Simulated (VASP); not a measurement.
Output of a VASP run:

**OUTCAR**
```
 ion  position               nearest neighbor table
   1  0.000  0.000  0.000-   2 2.54   2 2.54   2 2.54   2 2.54
   2  0.250  0.250  0.250-   1 2.54   1 2.54   1 2.54   1 2.54
  LATTYP: Found a face centered cubic cell.
 ALAT       =     5.8700000000
 Subroutine PRICEL returns:
 Original cell was already a primitive cell.
 Subroutine GETGRP returns: Found 24 space group operations
The static configuration has the point symmetry T_d .
The dynamic configuration has the point symmetry T_d .
 Subroutine INISYM returns: Found 24 space group operations
 Subroutine IBZKPT returns following result:
 Found     20 irreducible k-points:

 Following reciprocal coordinates:
            Coordinates               Weight
  0.000000  0.000000  0.000000      1.000000
  0.142857  0.000000  0.000000      8.000000
  0.285714  0.000000  0.000000      8.000000
  0.428571  0.000000  0.000000      8.000000
  0.142857  0.142857  0.000000      6.000000
  0.285714  0.142857  0.000000     24.000000
  0.428571  0.142857  0.000000     24.000000
 -0.428571  0.142857  0.000000     24.000000
 -0.285714  0.142857  0.000000     24.000000
 -0.142857  0.142857  0.000000     12.000000
  0.285714  0.285714  0.000000      6.000000
  0.428571  0.285714  0.000000     24.000000
 -0.428571  0.285714  0.000000     24.000000
 -0.285714  0.285714  0.000000     12.000000
  0.428571  0.428571  0.000000      6.000000
 -0.428571  0.428571  0.000000     12.000000
  0.428571  0.285714  0.142857     24.000000
 -0.428571  0.285714  0.142857     48.000000
 -0.428571  0.428571  0.142857     24.000000
 -0.285714  0.428571  0.142857     24.000000
   k-points           NKPTS =     20   k-points in BZ     NKDIM =     20   number of bands    NBANDS=     13
   number of dos      NEDOS =    301   number of ions     NIONS =      2
   total plane-waves  NPLWV =  32768
   dimension x,y,z NGX =    32 NGY =   32 NGZ =   32
   dimension x,y,z NGXF=    64 NGYF=   64 NGZF=   64
   ions per type =               1   1
   PREC   = accura    normal or accurate (medium, high low for compatibility)
   ISTART =      0    job   : 0-new  1-cont  2-samecut
   ICHARG =      2    charge: 1-file 2-atom 10-const
   ISPIN  =      1    spin polarized calculation?
   LNONCOLLINEAR =      F non collinear calculations
   LSORBIT =      F    spin-orbit coupling
   INIWAV =      1    electr: 0-lowe 1-rand  2-diag
   ENCUT  =  520.0 eV  38.22 Ry    6.18 a.u.   7.72  7.72  7.72*2*pi/ulx,y,z
   NELM   =    100;   NELMIN=  2; NELMDL= -5     # of ELM steps
   EDIFF  = 0.1E-05   stopping-criterion for ELM
   LREAL  =      F    real-space projection
   NLSPLINE    = F    spline interpolate recip. space projectors
   LMAXMIX     =    4 max onsite mixed and CHGCAR
   VOSKOWN=      0    Vosko Wilk Nusair interpolation
   EDIFFG = -.1E-01   stopping-criterion for IOM
   NSW    =     60    number of steps for IOM
   NBLOCK =      1;   KBLOCK =     60    inner block; outer block
   IBRION =      2    ionic relax: 0-MD 1-quasi-New 2-CG
   NFREE  =      1    steps in history (QN), initial steepest desc. (CG)
   ISIF   =      3    stress and relaxation
   ISYM   =      2    0-nonsym 1-usesym 2-fastsym
   TEIN   =    0.0    initial temperature
   TEBEG  =    0.0;   TEEND  =   0.0 temperature during run
   SMASS  =  -3.00    Nose mass-parameter (am)
   PSTRESS=    0.0 pullay stress
   NELECT =      18.0000    total number of electrons
   EFERMI =   0.00;   METHOD = LEGACY
   ISMEAR =     0;   SIGMA  =   0.05  broadening in eV -4-tet -1-fermi 0-gaus
   IALGO  =     38    algorithm
   LDIAG  =      T    sub-space diagonalisation (order eigenvalues)
   IMIX   =      4    mixing-type and parameters
     AMIX     =   0.40;   BMIX     =  1.00
     AMIX_MAG =   1.60;   BMIX_MAG =  1.00
     AMIN     =   0.10
   METAGGA = MS2    functional components
   VOSKOWN =     0    Vosko Wilk Nusair interpolation
   LHFCALC =     F    Hartree Fock is set to
   LHFONE  =     F    Hartree Fock one center treatment
...
```

File OSZICAR:
```
...
DAV:  12    -0.957922362155E+01    0.70154E-03   -0.20691E-03   620   0.797E-01    0.173E-01
DAV:  13    -0.957589723415E+01    0.33264E-02   -0.43769E-03   545   0.122E+00    0.825E-02
DAV:  14    -0.957974840352E+01   -0.38512E-02   -0.14912E-03   535   0.621E-01    0.202E-02
DAV:  15    -0.957974648325E+01    0.19203E-05   -0.55895E-05   580   0.135E-01    0.978E-03
DAV:  16    -0.957980189207E+01   -0.55409E-04   -0.19290E-05   540   0.639E-02    0.715E-03
DAV:  17    -0.957980862123E+01   -0.67292E-05   -0.47832E-07   490   0.936E-03    0.462E-03
DAV:  18    -0.957981053810E+01   -0.19169E-05   -0.14240E-07   295   0.642E-03    0.273E-03
DAV:  19    -0.957981151306E+01   -0.97496E-06   -0.39429E-07   290   0.145E-02
   1 F= -.95798115E+01 E0= -.95798115E+01  d E =-.957981E+01
       N       E                     dE             d eps       ncg     rms          rms(c)
DAV:   1    -0.971123366089E+01   -0.13142E+00   -0.34316E+00   640   0.436E+01    0.296E+00
DAV:   2    -0.959762132276E+01    0.11361E+00   -0.35733E-01   625   0.151E+01    0.761E-01
DAV:   3    -0.958396878969E+01    0.13653E-01   -0.16023E-02   775   0.209E+00    0.489E-01
DAV:   4    -0.958206908439E+01    0.18997E-02   -0.48069E-03   615   0.133E+00    0.606E-01
DAV:   5    -0.958198268577E+01    0.86399E-04   -0.14782E-04   670   0.128E-01    0.694E-01
DAV:   6    -0.958179848915E+01    0.18420E-03   -0.89113E-03   640   0.187E+00    0.414E-01
DAV:   7    -0.958173115956E+01    0.67330E-04   -0.29083E-04   550   0.255E-01    0.354E-01
DAV:   8    -0.958178273831E+01   -0.51579E-04   -0.31450E-04   610   0.339E-01    0.250E-01
DAV:   9    -0.958177468508E+01    0.80532E-05   -0.35398E-04   630   0.400E-01    0.181E-01
DAV:  10    -0.958178443820E+01   -0.97531E-05   -0.76199E-05   525   0.154E-01    0.147E-01
DAV:  11    -0.958178626183E+01   -0.18236E-05   -0.11436E-05   530   0.538E-02    0.123E-01
DAV:  12    -0.958178587047E+01    0.39136E-06   -0.78172E-07   350   0.147E-02
   2 F= -.95817859E+01 E0= -.95817859E+01  d E =-.197436E-02
       N       E                     dE             d eps       ncg     rms          rms(c)
DAV:   1    -0.960261129075E+01   -0.20825E-01   -0.50028E-01   640   0.159E+01    0.121E+00
DAV:   2    -0.958524651072E+01    0.17365E-01   -0.55854E-02   625   0.640E+00    0.298E-01
DAV:   3    -0.958330369629E+01    0.19428E-02   -0.21938E-03   785   0.783E-01    0.203E-01
DAV:   4    -0.958309258532E+01    0.21111E-03   -0.46465E-04   630   0.396E-01    0.240E-01
DAV:   5    -0.958313669350E+01   -0.44108E-04   -0.27948E-05   615   0.102E-01    0.231E-01
DAV:   6    -0.958309544602E+01    0.41247E-04   -0.27728E-04   535   0.304E-01    0.266E-01
DAV:   7    -0.958298596399E+01    0.10948E-03   -0.98977E-04   640   0.614E-01    0.337E-01
DAV:   8    -0.958299260681E+01   -0.66428E-05   -0.28836E-05   535   0.575E-02    0.310E-01
DAV:   9    -0.958300788782E+01   -0.15281E-04   -0.97747E-05   565   0.205E-01    0.293E-01
DAV:  10    -0.958300808672E+01   -0.19890E-06   -0.36948E-05   520   0.132E-01    0.187E-01
DAV:  11    -0.958299702334E+01    0.11063E-04   -0.80045E-05   520   0.160E-01    0.105E-01
DAV:  12    -0.958299456768E+01    0.24557E-05   -0.63116E-06   605   0.446E-02    0.185E-01
DAV:  13    -0.958298248587E+01    0.12082E-04   -0.18536E-05   600   0.100E-01    0.125E-01
DAV:  14    -0.958298435093E+01   -0.18651E-05   -0.76468E-06   550   0.587E-02    0.401E-02
DAV:  15    -0.958298342842E+01    0.92252E-06   -0.78354E-07   275   0.116E-02
   3 F= -.95829834E+01 E0= -.95829834E+01  d E =-.317192E-02
```

File OUTCAR:
```
------------------------ aborting loop because EDIFF is reached ----------------------------------------
  FORCE on cell =-STRESS in cart. coord.  units (eV):
  Direction    XX          YY          ZZ          XY          YZ          ZX
  --------------------------------------------------------------------------------------
  Total        0.0081447      0.0081447      0.0081447      0.0000000      0.0000000      0.0000000
  in kB        0.2537730      0.2537730      0.2537730      0.0000000      0.0000000      0.0000000
  external PRESSURE =       0.2537730 kB  Pullay stress =       0.0000000 kB
  volume of cell :       51.42
      direct lattice vectors                 reciprocal lattice vectors
     0.000000000  2.951456511  2.951456511    -0.169407883  0.169407883  0.169407883
     2.951456511 -0.000000000  2.951456511     0.169407883 -0.169407883  0.169407883
     2.951456511  2.951456511  0.000000000     0.169407883  0.169407883 -0.169407883
  FREE ENERGIE OF THE ION-ELECTRON SYSTEM (eV)
  ---------------------------------------------------
  free  energy   TOTEN  =        -9.5829834284 eV

  energy  without entropy=       -9.5829834284  energy(sigma->0) =       -9.58298343

 reached required accuracy - stopping structural energy minimisation
```
(Selected blocks of OUTCAR.)

**POSCAR**
```
InP
1
    0.0000000000     2.9350000000     2.9350000000
    2.9350000000     0.0000000000     2.9350000000
    2.9350000000     2.9350000000     0.0000000000
In P
1 1
Direct
  0.0000000000   0.0000000000   0.0000000000
  0.2500000000   0.2500000000   0.2500000000
```

Q: Write an INCAR and KPOINTS that could have produced this output.

A: One answer among several that fit: the input of the run itself, MS2 meta-GGA, plane waves, VASP's PBE PAW potentials (set 64).

KPOINTS:
```
Automatic
0
G
 7 7 7
0 0 0
```

INCAR:
```
ALGO=Normal
EDIFF=1E-6
EDIFFG=-0.01
ENCUT=520
IBRION=2
ISIF=3
ISMEAR=0
LASPH=T
LCHARG=F
LMAXMIX=4
LMIXTAU=T
LREAL=F
LWAVE=F
METAGGA=MS2
NELM=100
NSW=60
PREC=Accurate
SIGMA=0.05
SYSTEM=InP
```

POTCAR, in this order: In_d P (PBE.64 set). Program: vasp_std.

The compound is InP in the zinc blende structure. This run relaxes it. Symmetry was kept, so distortions that lower it aren't found.
